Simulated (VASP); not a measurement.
An input for Quantum ESPRESSO's pw.x (written as the equivalent of a VASP run, and not itself run):

```
&CONTROL
  calculation = 'vc-relax'
  pseudo_dir = './pseudo'
  outdir = './out'
  tprnfor = .true.
  tstress = .true.
  nstep = 30
  forc_conv_thr = 0.00039
/
&SYSTEM
  ibrav = 0
  nat = 2
  ntyp = 1
  ecutwfc = 102
  occupations = 'smearing'
  smearing = 'methfessel-paxton'
  degauss = 0.00735
  input_dft = 'pz'
/
&ELECTRONS
  conv_thr = 7.3e-09
  electron_maxstep = 100
/
&IONS
/
&CELL
  cell_dofree = 'shape'
/
ATOMIC_SPECIES
  Cd 112.414 Cd.upf
CELL_PARAMETERS angstrom
     1.4480797   -2.5081478    0.0000000
     1.4480797    2.5081478    0.0000000
     0.0000000    0.0000000    5.3738838
ATOMIC_POSITIONS crystal
  Cd   0.3333330  0.6666670  0.2500000
  Cd   0.6666670  0.3333330  0.7500000
K_POINTS automatic
  14 14 7 0 0 0
```

### Question
Write the VASP files for the same calculation (LDA).

### Answer
One answer among several that fit: 
INCAR:
```
! general
SYSTEM =Cd
PREC   =Accurate
ENCUT  =520
LREAL  =.FALSE.
LASPH  =.TRUE.   ! aspherical one-centre terms

! electronic loop
EDIFF  =1E-7
NELM   =100
ALGO   =Normal
LMAXMIX=4   ! l cut-off of mixed one-centre charges

! smearing
ISMEAR =1
SIGMA  =0.1   ! width (eV)

! ions
IBRION =2
NSW    =30
ISIF   =4   ! ions and shape, fixed volume
EDIFFG =-0.01   ! ionic stop

! output
LWAVE  =.FALSE.
LCHARG =.FALSE.
```

**POSCAR**
```
Cd
1
    1.4480796575    -2.5081478176     0.0000000000
    1.4480796575     2.5081478176     0.0000000000
    0.0000000000     0.0000000000     5.3738838308
Cd
2
Direct
  0.3333330000   0.6666670000   0.2500000000
  0.6666670000   0.3333330000   0.7500000000
```

### KPOINTS
```
Automatic mesh
0
Gamma
14 14 7
0 0 0
```

POTCAR, in this order: Cd (LDA.64 set). Program: vasp_std.

The two are equivalent in intent, not identical: the potentials are each code's own (VASP's PAW set, PseudoDojo norm-conserving files in pw.x), so ENCUT and ecutwfc are chosen apart and not converted; conv_thr bounds pw.x's estimated SCF error, while EDIFF bounds the energy change between steps; forc_conv_thr acts on force components and is met together with etot_conv_thr.

The compound is Cd in the hcp structure. This cell is one point of a volume scan, at 0.97 of the reference volume. Symmetry was kept, so distortions that lower it aren't found.
